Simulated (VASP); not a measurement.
VASP ran on this input.

**INCAR**
```
PREC = Accurate
IBRION = 2
LREAL = F   ! projection in real space or not
SIGMA = 0.1
NSW = 40   ! most ionic steps
LMAXMIX = 4   ! l cut-off of mixed one-centre charges
ALGO = Normal
ISIF = 3   ! ions, shape and volume
LASPH = T   ! aspherical one-centre terms
NELM = 100
LWAVE = F
ISMEAR = 1   ! Methfessel-Paxton
SYSTEM = Sc
EDIFFG = -0.02   ! ionic stop
EDIFF = 1E-6   ! SCF stop (eV)
ENCUT = 500
LCHARG = F
```

File POSCAR:
```
Sc
1
    1.6168871190    -2.8005305597     0.0000000000
    1.6168871190     2.8005305597    -0.0000000000
   -0.0000000000    -0.0000000000     4.9833228170
Sc
2
Direct
  0.3333330000   0.6666670000   0.2500000000
  0.6666670000   0.3333330000   0.7500000000
```

**KPOINTS**
```
K-points
0
Gamma
 13 13 8
0 0 0
```

POTCAR, in this order: Sc_sv (LDA.64 set). Program: vasp_std.

Q: Write an equivalent input for Quantum ESPRESSO's pw.x.

A: One equivalent input (not run):
```
&CONTROL
  calculation = 'vc-relax'
  pseudo_dir = './pseudo'
  outdir = './out'
  tprnfor = .true.
  tstress = .true.
  nstep = 40
  forc_conv_thr = 0.00078
/
&SYSTEM
  ibrav = 0
  nat = 2
  ntyp = 1
  ecutwfc = 78
  occupations = 'smearing'
  smearing = 'methfessel-paxton'
  degauss = 0.00735
  input_dft = 'pz'
/
&ELECTRONS
  conv_thr = 7.3e-08
  electron_maxstep = 100
/
&IONS
/
&CELL
/
ATOMIC_SPECIES
  Sc 44.956 Sc.upf
CELL_PARAMETERS angstrom
     1.6168871   -2.8005306    0.0000000
     1.6168871    2.8005306   -0.0000000
    -0.0000000   -0.0000000    4.9833228
ATOMIC_POSITIONS crystal
  Sc   0.3333330  0.6666670  0.2500000
  Sc   0.6666670  0.3333330  0.7500000
K_POINTS automatic
  13 13 8 0 0 0
```
The two are equivalent in intent, not identical: the potentials are each code's own (VASP's PAW set, PseudoDojo norm-conserving files in pw.x), so ENCUT and ecutwfc are chosen apart and not converted; conv_thr bounds pw.x's estimated SCF error, while EDIFF bounds the energy change between steps; forc_conv_thr acts on force components and is met together with etot_conv_thr.

The compound is Sc in the hcp structure. This run relaxes it. Symmetry was kept, so distortions that lower it aren't found.
